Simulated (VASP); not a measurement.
# Os4F in VASP: a series of runs

One slab, Os4F, is run at these levels: LDA; tasks: single point.

Everything below comes from runs of VASP 6.6.1. Logs are shortened: lines on timing, memory, paths and dates and some standing lists are left out, and cuts for length are marked.

## 1. The cell of the first run

The cell holds a slab with vacuum, 5 atoms: a = 2.689 Å, b = 3.802 Å, c = 20.849 Å, α = 90.00°, β = 90.00°, γ = 90.00°.

## 2. Single point, LDA (F at 4/8 of the diagonal of the surface cell, 0.41 Å above the top plane)

Input file INCAR:

```
SYSTEM = Os4F
PREC     = Accurate       ! precision mode
ENCUT    = 520            ! plane-wave cutoff, eV
EDIFF    = 1E-6           ! SCF threshold, eV
ISMEAR   = 0              ! smearing method
SIGMA    = 0.1            ! smearing width, eV
LREAL    = .False.        ! projectors in reciprocal space
LASPH    = .True.         ! aspherical terms in the spheres
NELM     = 100            ! most SCF steps
ALGO     = Fast           ! electronic algorithm
ISIF     = 2              ! what is computed and relaxed
LWAVE    = .False.        ! write WAVECAR
LCHARG   = .False.        ! write CHGCAR
LDIPOL   = .True.       
IDIPOL   = 3            
DIPOL    = 0.5 0.5 0.308
GGA      = CA             ! functional
NBANDS   = 28             ! bands
```

Input file KPOINTS:

```
regular mesh
0
Gamma
  10 7 1
  0 0 0
```

Input file POSCAR:

```
Os4F
1.0
    2.6886344692      0.0000000000      0.0000000000
    0.0000000000      3.8023033306      0.0000000000
    0.0000000000      0.0000000000     20.8491122169
Os F
4 1
Direct
    0.5000000000      0.5000000000      0.1918546919
    0.0000000000      0.0000000000      0.2563330840
    0.5000000000      0.5000000000      0.3210178915
    0.0000000000      0.0000000000      0.3764722514
    0.5000000000      0.5000000000      0.3961373574
```

Potentials or basis: VASP PAW LDA potentials, release 64 (Os, F).

Run with:

```
$ cat potpaw_LDA.64/Os/POTCAR potpaw_LDA.64/F/POTCAR > POTCAR
$ mpirun -np 1 vasp_std > vasp.out
```

OUTCAR:

```text
SYSTEM = Os4F
   PREC = Accurate
   ENCUT = 520
   EDIFF = 1E-6
   ISMEAR = 0
   LREAL = .False.
   LASPH = .True.
   NELM = 100
   ISIF = 2
   GGA = CA

 ion  position               nearest neighbor table
   1  0.500  0.500  0.192-   2 2.69   2 2.69   2 2.69   2 2.69   3 2.69
   2  0.000  0.000  0.256-   4 2.50   1 2.69   1 2.69   1 2.69   1 2.69   3 2.69   3 2.69   3 2.69
                             3 2.69
   3  0.500  0.500  0.321-   5 1.57   4 2.60   4 2.60   4 2.60   4 2.60   2 2.69   2 2.69   2 2.69
                             2 2.69   1 2.69
   4  0.000  0.000  0.376-   5 2.36   5 2.36   5 2.36   5 2.36   2 2.50   3 2.60   3 2.60   3 2.60
                             3 2.60
   5  0.500  0.500  0.396-   3 1.57   4 2.36   4 2.36   4 2.36   4 2.36

  LATTYP: Found a simple orthorhombic cell.
 ALAT       =     2.6886344692
 B/A-ratio  =     1.4142135624
 C/A-ratio  =     7.7545357897

  Lattice vectors:

 A1 = (   2.6886344692,   0.0000000000,   0.0000000000)
 A2 = (   0.0000000000,   3.8023033306,   0.0000000000)
 A3 = (   0.0000000000,   0.0000000000,  20.8491122169)

Analysis of symmetry for initial positions (statically):
=====================================================================
 Subroutine PRICEL returns:
 Original cell was already a primitive cell.

 Routine SETGRP: Setting up the symmetry group for a
 simple orthorhombic supercell.

 Subroutine GETGRP returns: Found  4 space group operations
 (whereof  4 operations were pure point group operations)
 out of a pool of  8 trial point group operations.

The static configuration has the point symmetry C_2v.

Analysis of symmetry for dynamics (positions and initial velocities):
=====================================================================
 Subroutine PRICEL returns:
 Original cell was already a primitive cell.

 Routine SETGRP: Setting up the symmetry group for a
 simple orthorhombic supercell.

 Subroutine GETGRP returns: Found  4 space group operations
 (whereof  4 operations were pure point group operations)
 out of a pool of  8 trial point group operations.

The dynamic configuration has the point symmetry C_2v.

 Subroutine INISYM returns: Found  4 space group operations
 (whereof  4 operations are pure point group operations),
 and found     1 'primitive' translations

----------------------------------------------------------------------------------------

                                     Primitive cell

  volume of cell :     213.1406

  direct lattice vectors                    reciprocal lattice vectors
     2.688634469  0.000000000  0.000000000     0.371936019  0.000000000  0.000000000
     0.000000000  3.802303331  0.000000000     0.000000000  0.262998481  0.000000000
     0.000000000  0.000000000 20.849112217     0.000000000  0.000000000  0.047963673

  length of vectors
     2.688634469  3.802303331 20.849112217     0.371936019  0.262998481  0.047963673

  position of ions in fractional coordinates (direct lattice)
     0.500000000  0.500000000  0.191854692
     0.000000000  0.000000000  0.256333084
     0.500000000  0.500000000  0.321017891
     0.000000000  0.000000000  0.376472251
     0.500000000  0.500000000  0.396137357

  ion indices of the primitive-cell ions
   primitive index   ion index
                 1           1
                 2           2
                 3           3
                 4           4
                 5           5

----------------------------------------------------------------------------------------

 KPOINTS: regular mesh

Automatic generation of k-mesh.
 Grid dimensions read from file:
 generate k-points for:   10    7    1

 Generating k-lattice:

  Cartesian coordinates                     Fractional coordinates (reciprocal lattice)
     0.037193602  0.000000000  0.000000000     0.100000000  0.000000000  0.000000000
     0.000000000  0.037571212  0.000000000     0.000000000  0.142857143  0.000000000
     0.000000000  0.000000000  0.047963673     0.000000000  0.000000000  1.000000000

  Length of vectors
     0.037193602  0.037571212  0.047963673

  Shift w.r.t. Gamma in fractional coordinates (k-lattice)
     0.000000000  0.000000000  0.000000000

 Subroutine IBZKPT returns following result:
 ===========================================

 Found     24 irreducible k-points:

 Following reciprocal coordinates:
            Coordinates               Weight
  0.000000  0.000000  0.000000      1.000000
  0.100000  0.000000  0.000000      2.000000
  0.200000  0.000000  0.000000      2.000000
  0.300000  0.000000  0.000000      2.000000
  0.400000  0.000000  0.000000      2.000000
  0.500000  0.000000  0.000000      1.000000
[... 16 lines left out ...]
  0.400000  0.428571  0.000000      4.000000
  0.500000  0.428571  0.000000      2.000000
   k-points           NKPTS =     24   k-points in BZ     NKDIM =     24   number of bands    NBANDS=     28
   number of dos      NEDOS =    301   number of ions     NIONS =      5
   total plane-waves  NPLWV =  89600
   dimension x,y,z NGX =    20 NGY =   28 NGZ =  160
   dimension x,y,z NGXF=    40 NGYF=   56 NGZF=  320
   ions per type =               4   1
   NGX,Y,Z   is equivalent  to a cutoff of  12.37, 12.24, 12.76 a.u.
   NGXF,Y,Z  is equivalent  to a cutoff of  24.73, 24.48, 25.52 a.u.
 SYSTEM =  Os4F
   PREC   = accura    normal or accurate (medium, high low for compatibility)
   ISTART =      0    job   : 0-new  1-cont  2-samecut
   ICHARG =      2    charge: 1-file 2-atom 10-const
   ISPIN  =      1    spin polarized calculation?
   LNONCOLLINEAR =      F non collinear calculations
   LSORBIT =      F    spin-orbit coupling
   LASPH  =      T    aspherical Exc in radial PAW
   ENCUT  =  520.0 eV  38.22 Ry    6.18 a.u.   5.00  7.07 38.77*2*pi/ulx,y,z
   NELM   =    100;   NELMIN=  2; NELMDL= -5     # of ELM steps
   EDIFF  = 0.1E-05   stopping-criterion for ELM
   LREAL  =      F    real-space projection
   EDIFFG = 0.1E-04   stopping-criterion for IOM
   NSW    =      0    number of steps for IOM
   IBRION =     -1    ionic relax: 0-MD 1-quasi-New 2-CG
   NFREE  =      0    steps in history (QN), initial steepest desc. (CG)
   ISIF   =      2    stress and relaxation
   ISYM   =      2    0-nonsym 1-usesym 2-fastsym
   POTIM  = 0.5000    time-step for ionic-motion
   TEBEG  =    0.0;   TEEND  =   0.0 temperature during run
   PSTRESS=    0.0 pullay stress
   NELECT =      39.0000    total number of electrons
   NUPDOWN=      -1.0000    fix difference up-down
   EMIN   =  10.00;   EMAX   =-10.00  energy-range for DOS
   EFERMI =   0.00;   METHOD = LEGACY
   ISMEAR =     0;   SIGMA  =   0.10  broadening in eV -4-tet -1-fermi 0-gaus
   EFERMI_NEDOS =   21; number of points for ismear=-14 and -15
   IALGO  =     68    algorithm
   IMIX   =      4    mixing-type and parameters
     AMIX     =   0.40;   BMIX     =  1.00
     AMIX_MAG =   1.60;   BMIX_MAG =  1.00
  volume/ion in A,a.u.               =      42.63       287.67
  Fermi-wavevector in a.u.,A,eV,Ry     =   0.929411  1.756332 11.752770  0.863804
  Thomas-Fermi vector in A             =   2.055691
   LORBIT       =      0    0 simple, 1 ext, 2 COOP (PROOUT), +10 PAW based schemes
   GGA     = CA    functional components
   LHFCALC =     F    Hartree Fock is set to
   AEXX    =    0.0000 exact exchange contribution
   IVDW    =     0    specifies the selected vdW correction
   LEPSILON=     F    determine dielectric tensor
   LRPA    =     F    only Hartree local field effects (RPA)
 non-spin polarized calculation
 RMM-DIIS sequential band-by-band and
 Gauss-broadening in eV      SIGMA  =   0.10
  energy-cutoff  :      520.00
  volume of cell :      213.14
 maximum number of plane-waves:      5788
 NGX is ok and might be reduce to    20
   NGX =  9   NGY = 15   NGZ = 77

 dipolmoment           0.000000      0.000000      0.014949 electrons x Angstroem

 number of electron      38.9999985 magnetization

 dipolmoment           0.000000      0.000000     -0.078045 electrons x Angstroem

 Free energy of the ion-electron system (eV)
  ---------------------------------------------------
  ext. energy  EPLUGINS =         0.00000000
  ---------------------------------------------------
  free energy    TOTEN  =       -43.96142437 eV

  energy without entropy =      -43.94051410  energy(sigma->0) =      -43.95096923

 E-fermi :  -0.4793     XC(G=0):  -5.0334

 val. band max:       -0.4886859511   @ k =   0.3000   0.1429   0.0000
 cond. band min:      -0.4778655199   @ k =   0.1000   0.0000   0.0000
 fundamental gap:      0.0108204312
 Fermi energy:        -0.4793278877

 k-point     1 :       0.0000    0.0000    0.0000
  band No.  band energies     occupation
      1     -29.2459      2.00000
      2     -11.8550      2.00000
      3     -11.7216      2.00000
      4     -10.3959      2.00000
      5     -10.2695      2.00000
      6      -8.2897      2.00000
[... 20 lines left out ...]
     27       2.0996      0.00000
     28       3.2103      0.00000

 k-point     2 :       0.1000    0.0000    0.0000
  band No.  band energies     occupation
      1     -29.2136      2.00000
      2     -11.8308      2.00000
      3     -11.8024      2.00000
      4     -10.7397      2.00000
      5     -10.0123      2.00000
      6      -7.9273      2.00000
[... 20 lines left out ...]
     27       1.9041      0.00000
     28       3.4264      0.00000

 k-point     3 :       0.2000    0.0000    0.0000
  band No.  band energies     occupation
      1     -29.1280      2.00000
      2     -12.0128      2.00000
      3     -11.8466      2.00000
      4     -11.4425      2.00000
      5      -9.2884      2.00000
      6      -7.3119      2.00000
[... 616 lines left out ...]
      3     -11.7766      2.00000
      4     -11.4760      2.00000
      5      -7.7640      2.00000
      6      -6.8997      2.00000
[... 20 lines left out ...]
     27       4.2608      0.00000
     28       5.3782      0.00000

 k-point    24 :       0.5000    0.4286    0.0000
  band No.  band energies     occupation
      1     -28.9510      2.00000
      2     -12.4691      2.00000
      3     -11.6723      2.00000
      4     -11.4563      2.00000
      5      -7.9304      2.00000
      6      -7.0049      2.00000
[... 20 lines left out ...]
     27       6.2172      0.00000
     28       6.4904      0.00000

------------------------ aborting loop because EDIFF is reached ----------------------------------------

 vacuum level on the upper side and lower side of the slab       (xc-potential included)        -0.681         0.666

  FORCE on cell =-STRESS in cart. coord.  units (eV):
  Direction    XX          YY          ZZ          XY          YZ          ZX
  --------------------------------------------------------------------------------------
  -------------------------------------------------------------------------------------
  Total       -0.0720160      5.3545035     40.8098396      0.0000000      0.0000000      0.0000000
  in kB       -0.5413440     40.2497976    306.7675238      0.0000000      0.0000000      0.0000000
  external PRESSURE =     115.4919925 kB  Pullay stress =       0.0000000 kB

 VOLUME and BASIS-vectors are now :
 -----------------------------------------------------------------------------
  energy-cutoff  :      520.00
  volume of cell :      213.14
      direct lattice vectors                 reciprocal lattice vectors
     2.688634469  0.000000000  0.000000000     0.371936019  0.000000000  0.000000000
     0.000000000  3.802303331  0.000000000     0.000000000  0.262998481  0.000000000
     0.000000000  0.000000000 20.849112217     0.000000000  0.000000000  0.047963673

 POSITION                                       TOTAL-FORCE (eV/Angst)
 -----------------------------------------------------------------------------------
      1.34432      1.90115      4.00000         0.000000      0.000000      1.491604
      0.00000      0.00000      5.34432         0.000000      0.000000     -3.070083
      1.34432      1.90115      6.69294         0.000000      0.000000    -23.923772
      0.00000      0.00000      7.84911         0.000000      0.000000     -2.135106
      1.34432      1.90115      8.25911         0.000000      0.000000     27.637357
 -----------------------------------------------------------------------------------
    total drift:                                0.000000      0.000000      0.000459

  FREE ENERGIE OF THE ION-ELECTRON SYSTEM (eV)
  ---------------------------------------------------
  free  energy   TOTEN  =       -43.9614243704 eV

  energy  without entropy=      -43.9405140984  energy(sigma->0) =      -43.95096923

 vacuum level on the upper side and lower side of the slab         3.484         4.865
```

Wall time 2.4 min (1 thread of AMD EPYC 9R45 (Zen 5), shared host); peak memory 0.27 GiB.

What came out:

| Item | Value |
| --- | --- |
| Free energy | -43.9614 eV |
| Largest force | 27.637 eV/Å |
| Band gap on the k mesh | none (metal or under the smearing width) |

Forces on the atoms (eV/Å):
```
Os    0.000   0.000   1.492
Os    0.000   0.000  -3.070
Os    0.000   0.000 -23.924
Os    0.000   0.000  -2.135
F     0.000   0.000  27.637
```

Levels at points of the mesh, in eV from the Fermi level:
| k point | band 16 | band 17 | band 18 | band 19 | band 20 | band 21 | band 22 | band 23 | band 24 | band 25 |
| --- | --- | --- | --- | --- | --- | --- | --- | --- | --- | --- |
| (0.00, 0.00, 0.00) | -1.54 | -1.45 | -1.25 | -0.79 | -0.75 | -0.25 | 0.28 | 1.19 | 1.30 | 1.79 |
| (0.50, 0.00, 0.00) | -1.10 | 0.01 | 0.04 | 0.41 | 1.06 | 1.23 | 1.75 | 1.87 | 2.97 | 3.48 |

Caveat: an odd number of electrons without spin polarisation forces a metal; a magnetic or distorted state may lie lower. Spin-orbit coupling is left out, which matters for the levels of Os.

## 3. Single point, LDA (F at 1/8 of the diagonal of the surface cell, 3.77 Å above the top plane)

Input file INCAR:

```
  PREC = Accurate
  ENCUT = 520
  EDIFF = 1E-6
  ISMEAR = 0
  SIGMA = 0.1
  LREAL = False
  LASPH = True
  NELM = 100
  ALGO = Fast
  ISIF = 2
  LWAVE = False
  LCHARG = True
  LDIPOL = True
  IDIPOL = 3
  DIPOL = 0.5 0.5 0.341
  GGA = CA
  LELF = True
  LVHAR = True
  LVACPOTAV = True
  NBANDS = 28
```

Input file KPOINTS:

```
regular mesh
0
Gamma
  10 7 1
```

POSCAR, as its differences from that of step 2:

```diff
@@ -12,2 +12,2 @@
     0.0000000000      0.0000000000      0.3764722514
-    0.5000000000      0.5000000000      0.3961373574
+    0.1250000000      0.1250000000      0.5572952985
```

Potentials or basis: VASP PAW LDA potentials, release 64 (Os, F).

Run with:

```
$ cat potpaw_LDA.64/Os/POTCAR potpaw_LDA.64/F/POTCAR > POTCAR
$ mpirun -np 1 vasp_std > vasp.out
```

OUTCAR:

```text
PREC = Accurate
   ENCUT = 520
   EDIFF = 1E-6
   ISMEAR = 0
   LREAL = False
   LASPH = True
   NELM = 100
   ISIF = 2
   GGA = CA

 ion  position               nearest neighbor table
   1  0.500  0.500  0.192-   2 2.69   2 2.69   2 2.69   2 2.69   3 2.69
   2  0.000  0.000  0.256-   4 2.50   1 2.69   1 2.69   1 2.69   1 2.69   3 2.69   3 2.69   3 2.69
                             3 2.69
   3  0.500  0.500  0.321-   4 2.60   4 2.60   4 2.60   4 2.60   2 2.69   2 2.69   2 2.69   2 2.69
                             1 2.69
   4  0.000  0.000  0.376-   2 2.50   3 2.60   3 2.60   3 2.60   3 2.60
   5  0.125  0.125  0.557-

  LATTYP: Found a simple orthorhombic cell.
 ALAT       =     2.6886344692
 B/A-ratio  =     1.4142135624
 C/A-ratio  =     7.7545357897

  Lattice vectors:

 A1 = (   2.6886344692,   0.0000000000,   0.0000000000)
 A2 = (   0.0000000000,   3.8023033306,   0.0000000000)
 A3 = (   0.0000000000,   0.0000000000,  20.8491122169)

Analysis of symmetry for initial positions (statically):
=====================================================================
 Subroutine PRICEL returns:
 Original cell was already a primitive cell.

 Routine SETGRP: Setting up the symmetry group for a
 simple orthorhombic supercell.

[... 186 lines left out ...]
 k-point     1 :       0.0000    0.0000    0.0000
  band No.  band energies     occupation
      1     -21.8592      2.00000
      2     -12.8904      2.00000
      3     -10.3445      2.00000
      4      -9.9548      2.00000
      5      -8.9401      2.00000
      6      -8.5487      2.00000
[... 733 lines left out ...]
     27       2.5423      0.00000
     28       2.6601      0.00000

 [... further k-points ...]

------------------------ aborting loop because EDIFF is reached ----------------------------------------

  FORCE on cell =-STRESS in cart. coord.  units (eV):
  Direction    XX          YY          ZZ          XY          YZ          ZX
  --------------------------------------------------------------------------------------
  -------------------------------------------------------------------------------------
  Total       -8.9156130     -5.2464195     -4.8122619     -0.0079530     -0.1418312     -0.0621713
  in kB      -67.0186540    -39.4373305    -36.1737682     -0.0597829     -1.0661449     -0.4673418
  external PRESSURE =     -47.5432509 kB  Pullay stress =       0.0000000 kB

 VOLUME and BASIS-vectors are now :
 -----------------------------------------------------------------------------
  energy-cutoff  :      520.00
  volume of cell :      213.14
      direct lattice vectors                 reciprocal lattice vectors
     2.688634469  0.000000000  0.000000000     0.371936019  0.000000000  0.000000000
     0.000000000  3.802303331  0.000000000     0.000000000  0.262998481  0.000000000
     0.000000000  0.000000000 20.849112217     0.000000000  0.000000000  0.047963673

 POSITION                                       TOTAL-FORCE (eV/Angst)
 -----------------------------------------------------------------------------------
      1.34432      1.90115      4.00000         0.001595     -0.001771      2.011629
      0.00000      0.00000      5.34432        -0.000047     -0.000245     -2.007924
      1.34432      1.90115      6.69294        -0.000975      0.022926     -0.031844
      0.00000      0.00000      7.84911         0.014731      0.011516      0.555982
      0.33608      0.47529     11.61911        -0.015304     -0.032426     -0.527843
 -----------------------------------------------------------------------------------
    total drift:                               -0.000042     -0.000300     -0.003875

  FREE ENERGIE OF THE ION-ELECTRON SYSTEM (eV)
  ---------------------------------------------------
  free  energy   TOTEN  =       -45.9668192744 eV

  energy  without entropy=      -45.9105156588  energy(sigma->0) =      -45.93866747

 vacuum level on the upper side and lower side of the slab         8.122         2.076
```

Wall time 9.5 min (1 thread of AMD EPYC 9R45 (Zen 5), shared host); peak memory 0.31 GiB.

Results:

```
Free energy                     : -45.9668 eV
Largest force                   : 2.012 eV/Å
Band gap on the k mesh          : none (metal or under the smearing width)
Work function of the upper face : 11.23 eV
Work function of the lower face : 5.18 eV
```

Forces on the atoms (eV/Å):
```
Os   0.002 -0.002  2.012
Os   0.000  0.000 -2.008
Os  -0.001  0.023 -0.032
Os   0.015  0.012  0.556
F   -0.015 -0.032 -0.528
```

Caveat: an odd number of electrons without spin polarisation forces a metal; a magnetic or distorted state may lie lower.

[end of part 1 of 2]
